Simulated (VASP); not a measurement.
# Quasiparticle energies of BP in VASP, part 3 of 3

Wanted: how far GW moves the Kohn-Sham levels of BP. The cell is of the zinc-blende type, one of the forms listed for this formula. The start is a cell from a database of measured crystal structures.

VASP 6.6.1, plane waves and PAW; the level of theory is named at each step.

So far, quasiparticle gap on the mesh (eV): step 4 (G0W0, k-mesh 4×4×4) 1.84; step 7 (k-mesh 6×6×6) 1.88.

**8. Ground state, k-mesh 8×8×8**

This step: PBE; plane waves and PAW (B_GW, P_GW) (VASP 6.6.1).

Many-body steps start from the orbitals of a self-consistent run, here PBE. A small SIGMA keeps every occupation at zero or full.

INCAR reads:

```
SYSTEM = BP
PREC = Accurate
ENCUT = 340
EDIFF = 1E-08
NELM = 100
ISMEAR = 0
SIGMA = 0.01
LREAL = .FALSE.
ALGO = Normal
GGA = PE
NBANDS = 10
LORBIT = 11
LWAVE = .TRUE.
LCHARG = .FALSE.
KPAR = 8
```

POSCAR reads:

```
BP
1.0
    0.0000000000      2.2690000000      2.2690000000
    2.2690000000      0.0000000000      2.2690000000
    2.2690000000      2.2690000000      0.0000000000
B P
1 1
Direct
    0.0000000000      0.0000000000      0.0000000000
    0.2500000000      0.2500000000      0.2500000000
```

KPOINTS reads:

```
Automatic mesh
0
Gamma
8 8 8
0 0 0
```

The projector-augmented-wave data sets are B_GW and P_GW (PBE family, release 64).

The run is started by

```sh
mpirun -np 8 vasp_std
```

What it wrote:

```text
[... set-up lines as in an earlier step ...]
 entering main loop
       N       E                     dE             d eps       ncg     rms          rms(c)
DAV:   1     0.757625973962E+01    0.75763E+01   -0.33499E+03   580   0.590E+02
DAV:   2    -0.131724680005E+02   -0.20749E+02   -0.20164E+02   972   0.129E+02
DAV:   3    -0.136294463519E+02   -0.45698E+00   -0.45626E+00   790   0.163E+01
DAV:   4    -0.136334558336E+02   -0.40095E-02   -0.40076E-02   852   0.176E+00
[...]
DAV:  12    -0.129021380515E+02   -0.10371E-05   -0.19065E-06   690   0.114E-02    0.721E-04
DAV:  13    -0.129021379126E+02    0.13889E-06   -0.76867E-08   836   0.179E-03    0.264E-04
DAV:  14    -0.129021379093E+02    0.33121E-08   -0.82728E-09   580   0.624E-04
   1 F= -.12902138E+02 E0= -.12902138E+02  d E =-.457446E-28
 writing wavefunctions
```

The job ended after 2.4 s (8 MPI ranks of Intel Xeon Platinum 8259CL at 2.50GHz (Skylake/Cascade Lake), shared host; peak memory 0.93 GiB; 15 s of CPU time).

From OUTCAR (step 8):

```text
  Total        0.0777210      0.0777210      0.0777210      0.0000000      0.0000000     -0.0000000
  in kB        5.3298547      5.3298547      5.3298547      0.0000000      0.0000000     -0.0000000
  external PRESSURE =       5.3298547 kB  Pullay stress =       0.0000000 kB

 POSITION                                       TOTAL-FORCE (eV/Angst)
 -----------------------------------------------------------------------------------
      0.00000      0.00000      0.00000        -0.000000      0.000000     -0.000000
      1.13450      1.13450      1.13450         0.000000     -0.000000      0.000000
 -----------------------------------------------------------------------------------
    total drift:                               -0.000000     -0.000000     -0.000000

  FREE ENERGIE OF THE ION-ELECTRON SYSTEM (eV)
  ---------------------------------------------------
  free  energy   TOTEN  =       -12.9021379093 eV

  energy  without entropy=      -12.9021379093  energy(sigma->0) =      -12.90213791

[... 1 part as in an earlier step ...]

[... 2 further parts left out ...]
[key lines of the parts left out:]
E-fermi :   7.2083
```

The cell has a gap of 1.27 eV on this mesh.

The run ends at a pressure of 0.53 GPa.

**9. Empty bands, k-mesh 8×8×8**

The empty bands are made again, for the run that follows.

INCAR reads:

```
SYSTEM = BP
PREC = Accurate
ENCUT = 340
ISMEAR = 0
SIGMA = 0.01
LREAL = .FALSE.
GGA = PE
NBANDS = 56
ALGO = Exact
NELM = 1
LWAVE = .TRUE.
LCHARG = .FALSE.
LOPTICS = .TRUE.
NEDOS = 1000
CSHIFT = 0.1
```

POSCAR is that of step 8.

KPOINTS is that of step 8.

The run is started by

```sh
mpirun -np 8 vasp_std
```

What it wrote:

```text
[... set-up lines as in an earlier step ...]
 entering main loop
       N       E                     dE             d eps       ncg     rms          rms(c)
DIA:   1    -0.129021379014E+02   -0.12902E+02    0.00000E+00     0   0.000E+00
   1 F= -.12902138E+02 E0= -.12902138E+02  d E =-.946306E-14
 writing wavefunctions
 optical routines
 imaginary and real dielectric function
 recalculating local potential from charge density
 direction            1
 direction            2
 direction            3
```

Run time: 3 s. Hardware: 8 MPI ranks; peak memory 0.91 GiB; 20 s of CPU time.

Parts of OUTCAR (step 9):

```text
  Total        0.0777439      0.0777439      0.0777439      0.0000000      0.0000000      0.0000000
  in kB        5.3314295      5.3314295      5.3314295      0.0000000      0.0000000      0.0000000
  external PRESSURE =       5.3314295 kB  Pullay stress =       0.0000000 kB

  FREE ENERGIE OF THE ION-ELECTRON SYSTEM (eV)
  ---------------------------------------------------
  free  energy   TOTEN  =       -12.9021379014 eV

  energy  without entropy=      -12.9021379014  energy(sigma->0) =      -12.90213790

[... 2 parts as in an earlier step ...]

[... 2 further parts left out ...]
[key lines of the parts left out:]
E-fermi :   7.1811
```

**10. G0W0, k-mesh 8×8×8**

This step: G0W0 on PBE; plane waves and PAW (B_GW, P_GW) (VASP 6.6.1).

The mesh goes to 8×8×8.

INCAR reads:

```
SYSTEM = BP
PREC = Accurate
ENCUT = 340
ISMEAR = 0
SIGMA = 0.01
LREAL = .FALSE.
GGA = PE
NBANDS = 56
ALGO = EVGW0
NELMGW = 1
ENCUTGW = 100
NOMEGA = 48
PRECFOCK = Fast
NBANDSGW = 16
LWAVE = .FALSE.
LCHARG = .FALSE.
```

POSCAR is that of step 9.

KPOINTS is that of step 9.

The run is started by

```sh
mpirun -np 8 vasp_std
```

What it wrote:

```text
[banner, memory and clock lines left out]
running    8 mpi-ranks, on    1 nodes
[...]
[... a notice as in an earlier step ...]

 [... a notice as in an earlier step ...]

 LDA part: xc-table for (Slater+PW92), standard interpolation
 found WAVECAR, reading the header
 POSCAR, INCAR and KPOINTS ok, starting setup
[...]
reading WAVECAR
 the WAVECAR file was read successfully
 initial charge from wavefunction
 available memory per node:     68.84 GB, setting MAXMEM to     70496

 The Fermi energy was updated, please check that it is located mid-gap
 values below the HOMO (VB) or above the LUMO (CB) will cause erroneous energies
 E-fermi :   7.7698

 calculate exact exchange contribution
 the WAVEDER file was read successfully
energies w=
    0.000    0.000    0.537    0.000    1.072    0.000    1.603    0.000
    2.127    0.000    2.644    0.000    3.153    0.000    3.651    0.000
    4.141    0.000    4.622    0.000    5.094    0.000    5.558    0.000
[...]
total number of BLAS operations        397.84 Gflops
NQ=  25    0.5000    0.3750    0.1250,
|.........|.........|.........|.........|.........|.........|.........|.........
 performed      18116000 updates of chi_q(r,r)
 total number of BLAS operations        419.86 Gflops
NQ=  26   -0.3750    0.3750    0.1250,
|.........|.........|.........|.........|.........|.........|.........|.........
 performed      19246000 updates of chi_q(r,r)
 total number of BLAS operations        445.27 Gflops
NQ=  27   -0.2500    0.3750    0.1250,
|.........|.........|.........|.........|.........|.........|.........|.........
 performed      20161000 updates of chi_q(r,r)
 total number of BLAS operations        464.32 Gflops
NQ=  28   -0.3750    0.5000    0.1250,
|.........|.........|.........|.........|.........|.........|.........|.........
 performed      20870000 updates of chi_q(r,r)
 total number of BLAS operations        480.86 Gflops
NQ=  29   -0.2500    0.5000    0.2500,
|.........|.........|.........|.........|.........|.........|.........|.........
 performed      21362000 updates of chi_q(r,r)
 total number of BLAS operations        493.22 Gflops
 resolving degeneracies of screened two electron integrals

 calculate QP shifts <psi_nk| G(iteration)W_0 |psi_nk>: iteration 1
 entering main loop
```

Elapsed: 87 s, on 8 MPI ranks; peak memory 1.6 GiB; 11 min of CPU time.

Parts of OUTCAR (step 10):

```text
 QP shifts <psi_nk| G(iteration)W_0 |psi_nk>: iteration 1
 for sc-GW calculations column KS-energies equals QP-energies in previous step
 and V_xc(KS)=  KS-energies - (<T + V_ion + V_H > + <T+V_H+V_ion>^1  + <V_x>^1)
 k-point   1 :       0.0000    0.0000    0.0000
  band No.  KS-energies  QP-energies   sigma(KS)   V_xc(KS)     V^pw_x(r,r')   Z            occupation Imag(sigma)
      1      -8.3278      -8.9877     -13.0041     -12.0599     -20.4859       0.6988       2.0000       1.4213
      2       7.1342       6.8575     -13.6539     -13.3028     -14.8425       0.7879       2.0000       0.0618
      3       7.1342       6.8575     -13.6539     -13.3028     -14.8425       0.7879       2.0000       0.0618
      4       7.1342       6.8575     -13.6539     -13.3028     -14.8425       0.7879       2.0000       0.0618
      5      10.5378      11.0959     -11.3675     -12.0784      -7.1963       0.7850       0.0000      -0.0750
      6      10.5378      11.0959     -11.3675     -12.0784      -7.1963       0.7850       0.0000      -0.0750
      7      10.5378      11.0959     -11.3675     -12.0784      -7.1963       0.7850       0.0000      -0.0750
      8      14.5069      15.1079     -11.9662     -12.7654      -6.2651       0.7520       0.0000      -0.1732
    ...

[... 1 part as in an earlier step ...]

[... 2 further parts left out ...]
[key lines of the parts left out:]
E-fermi :   7.7698
```

The gap is now 1.862 eV, -21 meV against the GW run before.

**11. Summary**

This step: GW series: G0W0 on PBE; plane waves and PAW (VASP 6.6.1).

Derived from the runs above.

Cost is wall time times ranks on a shared host, with the step that makes the empty bands. GW runs:

```csv
level,bands,ENCUTGW (eV),NOMEGA,k mesh,starting gap (eV),quasiparticle gap (eV),direct gap (eV),cost (core minutes)
G0W0,56,100,48,4x4x4,1.314,1.836,4.195,1.01
G0W0,56,100,48,6x6x6,1.332,1.883,4.233,3.92
G0W0,56,100,48,8x8x8,1.271,1.862,4.238,12
```

**12. What came out**

```json
{
 "G0W0 on PBE, 56 bands, ENCUTGW 100 eV, NOMEGA 48, mesh 8×8×8": "1.271 → 1.862 eV",
 "G0W0 on PBE, 56 bands, ENCUTGW 100 eV, NOMEGA 48, mesh 4×4×4": "1.314 → 1.836 eV"
}
```

In words: G0W0 gives a quasiparticle gap of 1.862 eV on the mesh, 0.59 eV over the PBE gap on the same mesh. On mesh and path the starting valence top lies at Γ and the conduction bottom at (0.409, 0, 0.409), so the starting gap is indirect. The steps of the series move the gap by +47, -21 meV; the last costs 3.1 times the one before. The last step lies within a tolerance of 30 meV, picked for this account, and the last two together move the gap by +27 meV. Gaps are read on each mesh, so part of the change can come from which k points the mesh holds. Bands and response cutoff weren't varied, and band edges off the mesh aren't seen. Not tabulated here, as repeats of values shown or as unfit to read for their mesh, reference level or band range: eps2 curves (empty bands); eps1 curves and static values (empty bands); gaps (empty bands).

[Lines on the potential files, build, host, timing and source positions are cut from VASP's logs without a mark.]

[Logs are printed without paths, hosts, clocks, repeated set-up lines and the standing remarks that a program may print on its own settings, such as how far it seeks lower states.]

[Hosts, paths, dates, database ids (printed as entryN), source tags and the programs' standing remarks are cut or masked in the printed files.]

[Pressures printed for these runs are not shown converged in the cutoff: they can be off by several GPa and have the wrong sign.]
